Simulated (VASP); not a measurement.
Here is the system:

```xyz
5
Lattice="4.2015 0.0000 0.0000 0.0000 4.2015 0.0000 0.0000 0.0000 4.2015" Properties=species:S:1:pos:R:3 pbc="T T T"
Ba     0.0000     0.0000     0.0000
Hf     2.1007     2.1007     2.1007
O      2.1007     0.0000     2.1007
O      0.0000     2.1007     2.1007
O      2.1007     2.1007     0.0000
```

Level of theory: PBE GGA, VASP's PBE PAW potentials (set 64) (plane waves; VASP). Run with 520 eV cut-off, 5×5×5 Γ-centred mesh, Gaussian smearing of 0.010 eV, potentials Ba_sv Hf_pv O.

Question: Give the electronic dielectric tensor ε∞ (DFPT, local fields included).

Answer: 
```
4.67  0.00  0.00
0.00  4.67  0.00
0.00  0.00  4.67
```

Question: Give the Born effective charges.

Answer: 
```csv
atom,Z*xx,Z*yy,Z*zz,mean
Ba1,2.75,2.75,2.75,2.75
Hf2,5.82,5.82,5.82,5.82
O3,-1.99,-4.58,-1.99,-2.86
O4,-4.58,-1.99,-1.99,-2.86
O5,-1.99,-1.99,-4.58,-2.86
```

Question: And the static tensor with the ions free?

Answer: 
```
41.6  0.00  0.00
0.00  41.6  0.00
0.00  0.00  41.6
```

Question: Which frequencies do the optical Γ-point modes have (no LO-TO splitting)?

Answer: 107 (×3), 187 (×3), 217 (×3), 494 (×3) cm⁻¹.

The compound is BaHfO3 in the cubic perovskite structure. It was relaxed first.
